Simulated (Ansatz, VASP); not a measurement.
# BN in two plane-wave programs, part 2 of 3

Aim: how closely do two programs agree when they are given the same cell, functional and k mesh? The cell is taken from a series of runs on this material, whose earlier steps may have relaxed, scaled, displaced or heated it; both programs get it as it stands.

VASP 6.6.1 and Ansatz 0.2.0.

So far: The structure; VASP: zone-centre phonons, LDA, pair 1.

**3. Ansatz: zone-centre phonons, LDA, pair 1**

Level of this step: Ansatz beside VASP: Kohn-Sham DFT, plane waves, LDA (Ansatz).

Ansatz runs on its PAW soft_1 files.

The same cell, functional (in two slightly different forms) and mesh now go to Ansatz, which takes its cutoff from its data sets.

The input, input.yaml:

```yaml
crystal:
  lattice:
    - [0.0, 1.7281538898, 1.7281538898]
    - [1.7281538898, 0.0, 1.7281538898]
    - [1.7281538898, 1.7281538898, 0.0]
  atoms:
    - { symbol: B, position: [0.0, 0.0, 0.0] }
    - { symbol: "N", position: [0.25, 0.25, 0.25] }
kpoints:
  mp_grid: { grid: [12, 12, 12] }
hamiltonian:
  xc: lda
  pseudopotentials: { kind: paw, azcp: { folder: soft_1 }, xc_functional: pbe }
scf:
  occupations: { method: fixed }
output:
  eigenvalues: true
phonons:
  method: dfpt
  dielectric: true
  rigid_motions: translations
```

Started as:

```sh
$ ansatz run input.yaml --threads 4 --pin off --max-ram 10240MiB --backend cpu --events-out ev --progress --plain --runs-dir out
```

Numbers of over 12 decimals in the logs are rounded to 6 here.

Output:

```text
Engine: ansatz 0.2.0, aarch64-unknown-linux-gnu
Pseudopotentials: kind: paw
Pseudopotential: B, paw, valence charge 3, recommended cutoff 420 eV (normal), soft_1/B.paw.azcp
Pseudopotential: N, paw, valence charge 5, recommended cutoff 420 eV (normal), soft_1/N.paw.azcp
Functional definition: SPW92
  exchange = slater_x
  correlation = pw_c
Crystal: 2 atoms, lattice volume = 10.322 Å³
Basis set: ecut = 420 eV, 181 PW (Γ), exchange–correlation on 36×36×36 points (8 copies of the dense FFT grid, shifted against one another)
Bands: 8, of which v1, the nominal top of the filled ones, is band 4 counted from 1 (3 counted from 0)
Symmetry: 24 space group operations
k-points: 280 of 1728 (irreducible under 4 space group operations, time reversal used)
Non-local potential: B, projectors of the file, l = 0: 2, l = 1: 2, l = 2: 1
Non-local potential: N, projectors of the file, l = 0: 2, l = 1: 2, l = 2: 1
PAW form: soft (Blöchl's): semilocal exchange-correlation on the pseudo side does not see the compensation charge
PAW frozen core: B, regenerated for the run's functional, and the local potential with it (the file was generated under x = pbe(κ = 0.804, μ = 0.219515), c = pbe(β = 0.066725))
PAW frozen core: N, regenerated for the run's functional, and the local potential with it (the file was generated under x = pbe(κ = 0.804, μ = 0.219515), c = pbe(β = 0.066725))
PAW one-centre angular grid: B, 110 points (default); XC on 64 Gauss nodes
PAW one-centre angular grid: N, 110 points (default); XC on 64 Gauss nodes
Initial density: superposition of atomic densities (chi_scale 0.1, normalization cell, long waves kept (reshape's long-wave potential 0.00 eV rms))
Initial wavefunctions: pseudopotential atomic-orbital guess
Functional: x = slater, c = lda
SCF iter   1: F=—  HF=-527.278153 eV  |F-HF|=—  |Δ(HF+E_count)|=         —  Δρ=1.77e-1  dr2=2.43e0  ethr=3.10e-3  ⟨swp⟩=3.9  Hψ=12776  notcnv=0  defer=442
preconditioner: auto → none  [insulator: Δε(μ)=6.194 eV  Ē_g=22.289 eV  n_scr=0 (ndim 8)  ℏωp=32.7 eV  f_vac=0.000  ε∞_Penn≈3.2]
SCF iter   2: F=—  HF=-526.393616 eV  |F-HF|=—  |Δ(HF+E_count)|=   8.85e-1  Δρ=6.91e-2  dr2=2.70e-1  ethr=3.10e-3  ⟨swp⟩=2.0  Hψ=6583  notcnv=0  defer=73
SCF iter   3: F=—  HF=-526.311810 eV  |F-HF|=—  |Δ(HF+E_count)|=   8.18e-2  Δρ=2.32e-2  dr2=3.17e-2  ethr=3.10e-3  ⟨swp⟩=3.0  Hψ=3905  notcnv=0  defer=495
SCF iter   4: F=—  HF=-526.302209 eV  |F-HF|=—  |Δ(HF+E_count)|=   9.60e-3  Δρ=2.83e-3  dr2=2.55e-4  ethr=3.97e-4  ⟨swp⟩=3.1  Hψ=3968  notcnv=0  defer=551
SCF iter   5: F=—  HF=-526.302212 eV  |F-HF|=—  |Δ(HF+E_count)|=   2.60e-6  Δρ=1.26e-4  dr2=6.07e-7  ethr=3.19e-6  ⟨swp⟩=2.7  Hψ=3300  notcnv=0  defer=553
SCF iter   6: F=—  HF=-526.302212 eV  |F-HF|=—  |Δ(HF+E_count)|=   6.13e-7  Δρ=1.61e-5  dr2=6.65e-9  ethr=7.59e-9  ⟨swp⟩=2.6  Hψ=3291  notcnv=0  defer=85
SCF iter   7: F=—  HF=-526.302212 eV  |F-HF|=—  |Δ(HF+E_count)|=   1.53e-9  Δρ=1.82e-6  dr2=1.16e-10  ethr=8.32e-11  ⟨swp⟩=2.0  Hψ=3339  notcnv=0  defer=85
SCF iter   8: F=-526.302212 eV  HF=-526.302212 eV  |F-HF|=2.16e-12  |Δ(HF+E_count)|=  3.54e-11  Δρ=3.51e-7  dr2=4.28e-12  ethr=1.25e-12  ⟨swp⟩=6.6  Hψ=11529  notcnv=0
SCF 1 converged in 8 iterations: F = -526.302212 eV  dr2 = 4.28e-12
  greatest PAW one-centre occupation: 0.796 electrons in one spin orbital (limit 2), on the N atom at site 1 (counted from 0), in its partial waves of l = 0
NSCF: frozen V_eff on 1 k-points
DFPT response loops at Γ: preconditioner auto → none (the input reference at scf.mixing.eps_inf says where Resta's filter doesn't serve); β = 0.50; Broyden in place of MSR1
SCF converged after 8 iterations
Free energy (F): -526.302212 eV
Harris-Foulkes:  -526.302212 eV  (|F-HF|=2.16e-12)
Internal energy: -526.302212 eV  (E = F + TS)
E sigma→0 (E₀):  -526.302212 eV
Fermi energy:    13.198679 eV
--- Per-component energies (eV) ---
  E_band       = 37.266635
  E_kinetic    = 191.629332
  E_local      = -146.239636  (includes V_loc(G=0)·N_el)
  E_nonlocal   = 44.835041
  E_hartree    = 45.130569
  E_xc         = -94.425705
  E_vxc        = -117.306104  (∫ρ·V_xc dr)
  E_paw        = -192.519158  (= ΣΔE_a)
  E_vpaw       = -25.914058  (= ΣTr[D̂ρ^β])
  E_aug_tail   = 0.000918  (compensation charges beyond the density's cutoff)
  E_ewald      = -374.839450
  E_core_change = 0.125878  (= ΣΔE_core)
  E_smearing   = -0.000000  (= −TS)
  E_closure    = 0.000000  (closes the sum)
  Σ components = -526.302212   (vs F -526.302212, Δ=0.00e0)
--- Band table (eV; the first three rows and the last of 280) ---
  k-point 0: bands = ["-8.4831", "13.1987", "13.1987", "13.1987", "22.5283", "22.5283", "22.5283", "25.8782"]
  k-point 1: bands = ["-8.2949", "12.2035", "12.9873", "12.9873", "22.8463", "22.8463", "22.9180", "26.3443"]
  k-point 2: bands = ["-7.7356", "9.9038", "12.4778", "12.4778", "23.5732", "23.5732", "23.6028", "27.4555"]
  k-point 279: bands = ["-1.5170", "5.0934", "5.0986", "5.6306", "23.2318", "28.0978", "28.2658", "30.0509"]
--- Phonons (Γ-DFPT): 2 representative perturbations + reference, on 280 of 1728 k-points (Σ response iterations 6) ---
  k mesh reduced under 4 symmetry operations, with k and −k counted as one. Each operation leaves every solved perturbation unchanged. A smaller set is not considered because the run solves the response to a homogeneous field
  ASR residual: 1.190e-4 → 0.000e0 eV/Å²; symmetrization residual: 9.566e-8 eV/Å²
  ASR residual per site (eV/Å²): 1.38e-5 1.19e-4
  Γ frequencies (cm⁻¹): 0.00 0.00 0.00 1212.60 1212.60 1212.60
  ε∞ (high-frequency dielectric tensor):
        4.485745     0.000000     0.000000
       -0.000000     4.485745     0.000000
        0.000000     0.000000     4.485745
  ε⁰ (static dielectric tensor: ions relaxed, cell fixed):
        6.258152     0.000000     0.000000
       -0.000000     6.258152    -0.000000
        0.000000    -0.000000     6.258152
  ε⁰ − ε∞ (ionic part):
        1.772407     0.000000     0.000000
        0.000000     1.772407    -0.000000
        0.000000    -0.000000     1.772407
  softest optical mode at Γ: 1212.60 cm⁻¹; the repairs (sum rule, projections) moved no ω² at Γ by more than (1.52 cm⁻¹)²
  Born effective charges Z* (e; rows j = field, columns β = displacement):
    site 0:
         1.82637   -0.00000    0.00000
         0.00000    1.82637   -0.00000
        -0.00000   -0.00000    1.82637
    site 1:
        -1.82637    0.00000   -0.00000
        -0.00000   -1.82637    0.00000
         0.00000    0.00000   -1.82637
  Z* charge neutrality: 3.226e-6 e pre-enforcement
  k-mesh period / interband length: 29.3 Å / 1.26 Å = 23.33 at k = (0.0000, -0.5000, -0.5000), direct gap 10.141 eV — 14 or more, which is no proof of convergence
  optical modes at Γ without the LO–TO term, one row a degenerate level:
      ω (cm⁻¹)  modes    IR ((D/Å)²/amu)
       1212.60      3            37.8390
  optical modes at Γ + LO–TO along q̂ = [1.0000, 0.0000, 0.0000]:
      ω (cm⁻¹)  modes    IR ((D/Å)²/amu)
       1212.60      2            25.2260
       1432.27      1            12.6130
  optical modes at Γ + LO–TO along q̂ = [0.0000, 1.0000, 0.0000]:
      ω (cm⁻¹)  modes    IR ((D/Å)²/amu)
       1212.60      2            25.2260
       1432.27      1            12.6130
  optical modes at Γ + LO–TO along q̂ = [0.0000, 0.0000, 1.0000]:
      ω (cm⁻¹)  modes    IR ((D/Å)²/amu)
       1212.60      2            25.2260
       1432.27      1            12.6130
```

**4. Differences**

Known differences besides the potentials themselves: the two LDA forms differ slightly; fixed occupations in Ansatz, narrow Gaussian smearing in VASP; the cutoff is 420 eV in Ansatz and 600 eV in VASP; VASP's log shows a relativistic correction to its local exchange, Ansatz's none. Total energies have different zeros and are not compared.

Compared:

| quantity | Ansatz | VASP | difference |
| --- | --- | --- | --- |
| ε∞ xx | 4.49 | 4.48 | +0.03 % |
| ε∞ yy | 4.49 | 4.48 | +0.03 % |
| ε∞ zz | 4.49 | 4.48 | +0.03 % |
| Born charge of B1 (mean of the diagonal) (e) | 1.83 | 1.82 | 0.00 |
| Born charge of N2 (mean of the diagonal) (e) | -1.83 | -1.82 | 0.00 |
| optical mode 1 to 3 (cm⁻¹) | 1212.6 | 1215.1 | -0.20 % |

Modes are paired by rising frequency, not by their patterns, so a pair may set unlike modes beside each other; they are those without the splitting of longitudinal modes.

**5. VASP: zone-centre phonons, LDA, pair 2**

Second derivatives magnify differences that forces hide, and they need a tight electronic threshold. The cell compared in this pair holds 10.55 Å³, against 10.32 Å³ for the pair before.

The input, INCAR:

```
SYSTEM = BN
PREC = Accurate
ENCUT = 600
EDIFF = 1E-08
NELM = 120
ISMEAR = 0
SIGMA = 0.01
LREAL = .FALSE.
ALGO = Normal
GGA = CA
NBANDS = 10
LORBIT = 11
LWAVE = .FALSE.
LCHARG = .FALSE.
ISIF = 2
IBRION = 8
LEPSILON = .TRUE.
LASPH = .TRUE.
GGA_COMPAT = .FALSE.
EFERMI = MIDGAP
KPAR = 2
```

The input, POSCAR:

```
BN
1.0
    0.0000000000      1.7408613601      1.7408613601
    1.7408613601      0.0000000000      1.7408613601
    1.7408613601      1.7408613601      0.0000000000
B N
1 1
Direct
    0.0000000000      0.0000000000      0.0000000000
    0.2500000000      0.2500000000      0.2500000000
```

The input, KPOINTS:

```
Automatic mesh
0
Gamma
12 12 12
0 0 0
```

PAW data sets: B and N (LDA family, release 64).

Started as:

```sh
$ mpirun -np 2 vasp_std
```

Output:

```text
[... set-up lines as in an earlier step ...]
 entering main loop
       N       E                     dE             d eps       ncg     rms          rms(c)
DAV:   1     0.994102398806E+01    0.99410E+01   -0.56243E+03  1536   0.900E+02
DAV:   2    -0.202362561583E+02   -0.30177E+02   -0.29567E+02  1702   0.170E+02
DAV:   3    -0.206612421091E+02   -0.42499E+00   -0.42419E+00  1686   0.175E+01
DAV:   4    -0.206617491065E+02   -0.50700E-03   -0.50699E-03  1558   0.697E-01
[...]
DAV:  11    -0.193020180808E+02   -0.40100E-06   -0.13111E-06  1632   0.873E-03    0.576E-03
DAV:  12    -0.193020180296E+02    0.51181E-07   -0.35177E-07  1600   0.390E-03    0.219E-04
DAV:  13    -0.193020180304E+02   -0.74124E-09   -0.53731E-09   884   0.757E-04
   1 F= -.19302018E+02 E0= -.19302018E+02  d E =0.000000E+00
 Linear response reoptimize wavefunctions to high precision
DAV:   1    -0.193020180305E+02   -0.77193E-10   -0.16569E-10   978   0.146E-04
 Linear response G [H, r] |phi>, progress :
  Direction:   1
       N       E                     dE             d eps       ncg     rms
[...]
RMM:  10    -0.382634167070E-01   -0.31381E-08   -0.71388E-08  6415   0.532E-06    0.389E-07
 first order change of Fermi-energy  -0.13533E+01
 force on displaced ion       1 direction 1 : -31.454  -0.000  -0.000
 Born effective charge ion    1 direction 1 :   1.833   0.000   0.000
 Linear response progress:
  Degree of freedom:   2/  2
       N       E                     dE             d eps       ncg     rms          rms(c)
RMM:   1    -0.232889609716E+00   -0.23289E+00    0.88884E-02 11300   0.334E+00
RMM:   2    -0.225553507461E+00    0.73361E-02   -0.17249E-03  8694   0.433E-01    0.256E-01
RMM:   3    -0.226521353731E+00   -0.96785E-03   -0.43460E-04  8348   0.181E-01    0.136E-01
RMM:   4    -0.228761372525E+00   -0.22400E-02   -0.41609E-04  8109   0.176E-01    0.245E-02
[...]
RMM:   9    -0.228859219172E+00    0.74895E-07   -0.17724E-07  9652   0.244E-05    0.835E-07
RMM:  10    -0.228859216070E+00    0.31023E-08   -0.16859E-07  7026   0.122E-05    0.378E-07
RMM:  11    -0.228859216933E+00   -0.86337E-09   -0.16680E-07  6493   0.122E-05    0.186E-08
 first order change of Fermi-energy   0.13536E+01
 force on displaced ion       2 direction 1 : -31.453  -0.000  -0.000
 Born effective charge ion    2 direction 1 :  -1.832   0.000   0.000
 Born effective charges drift removed
 Linear response finished
```

OUTCAR, selected parts (step 5):

```text
  Total        2.6586639      2.6586639      2.6586639     -0.0000000     -0.0000000     -0.0000000
  in kB      403.6932251    403.6932251    403.6932251     -0.0000000     -0.0000000     -0.0000000
  external PRESSURE =     403.6932251 kB  Pullay stress =       0.0000000 kB

 POSITION                                       TOTAL-FORCE (eV/Angst)
 -----------------------------------------------------------------------------------
      0.00000      0.00000      0.00000        -0.000000     -0.000000     -0.000000
      0.87043      0.87043      0.87043         0.000000      0.000000      0.000000
 -----------------------------------------------------------------------------------
    total drift:                               -0.000000     -0.000000      0.000000

 MACROSCOPIC STATIC DIELECTRIC TENSOR (including local field effects in DFT)
 ------------------------------------------------------
           4.498552    -0.000000     0.000000
           0.000000     4.498552     0.000000
          -0.000000     0.000000     4.498552
 ------------------------------------------------------

 MACROSCOPIC STATIC DIELECTRIC TENSOR IONIC CONTRIBUTION
 ------------------------------------------------------
           1.830571     0.000000     0.000000
           0.000000     1.830571    -0.000000
           0.000000    -0.000000     1.830571
 ------------------------------------------------------

[... 1 part as in an earlier step ...]

[... 1 further part left out ...]
```

**6. Ansatz: zone-centre phonons, LDA, pair 2**

The same cell, functional (in two slightly different forms) and mesh now go to Ansatz, which takes its cutoff from its data sets.

The cell is taken from a series of runs on this material, whose earlier steps may have relaxed, scaled, displaced or heated it; both programs get it as it stands.

input.yaml, the sections that differ from step 3:

```yaml
crystal:
  lattice:
    - [0.0, 1.7408613601, 1.7408613601]
    - [1.7408613601, 0.0, 1.7408613601]
    - [1.7408613601, 1.7408613601, 0.0]
  atoms:
    - { symbol: B, position: [0.0, 0.0, 0.0] }
    - { symbol: "N", position: [0.25, 0.25, 0.25] }
# kpoints, hamiltonian, scf, output, phonons: as in step 3
```

Started as:

```sh
$ ansatz run input.yaml --threads 4 --pin off --max-ram 10240MiB --backend cpu --events-out ev --progress --plain --runs-dir out
```

Output:

```text
[...]
Crystal: 2 atoms, lattice volume = 10.552 Å³
Basis set: ecut = 420 eV, 181 PW (Γ), exchange–correlation on 36×36×36 points (8 copies of the dense FFT grid, shifted against one another)
Bands: 8, of which v1, the nominal top of the filled ones, is band 4 counted from 1 (3 counted from 0)
Symmetry: 24 space group operations
k-points: 280 of 1728 (irreducible under 4 space group operations, time reversal used)
[...]
optical modes at Γ + LO–TO along q̂ = [1.0000, 0.0000, 0.0000]:
      ω (cm⁻¹)  modes    IR ((D/Å)²/amu)
[...]
optical modes at Γ + LO–TO along q̂ = [0.0000, 1.0000, 0.0000]:
      ω (cm⁻¹)  modes    IR ((D/Å)²/amu)
       1181.09      2            25.5234
       1402.91      1            12.7617
  optical modes at Γ + LO–TO along q̂ = [0.0000, 0.0000, 1.0000]:
      ω (cm⁻¹)  modes    IR ((D/Å)²/amu)
       1181.09      2            25.5234
       1402.91      1            12.7617
[key lines of the parts left out:]
SCF converged after 7 iterations
Free energy (F): -526.366624 eV
Fermi energy:    12.808188 eV
```

**7. Side by side**

Both answers:

```csv
quantity,Ansatz,VASP,difference
ε∞ xx,4.50,4.50,+0.04 %
ε∞ yy,4.50,4.50,+0.04 %
ε∞ zz,4.50,4.50,+0.04 %
Born charge of B1 (mean of the diagonal) (e),1.84,1.83,0.00
Born charge of N2 (mean of the diagonal) (e),-1.84,-1.83,0.00
optical mode 1 to 3 (cm⁻¹),1181.1,1184.1,-0.25 %
```

Modes are paired by rising frequency, not by their patterns, so a pair may set unlike modes beside each other; they are those without the splitting of longitudinal modes.

[end of part 2 of 3]

[Lines on the potential files, build, host, timing and source positions are cut from VASP's logs without a mark.]

[Logs are printed without paths, hosts, clocks, repeated set-up lines and the standing remarks that a program may print on its own settings, such as how far it seeks lower states.]

[Hosts, paths, dates, database ids (printed as entryN), source tags and the programs' standing remarks are cut or masked in the printed files.]
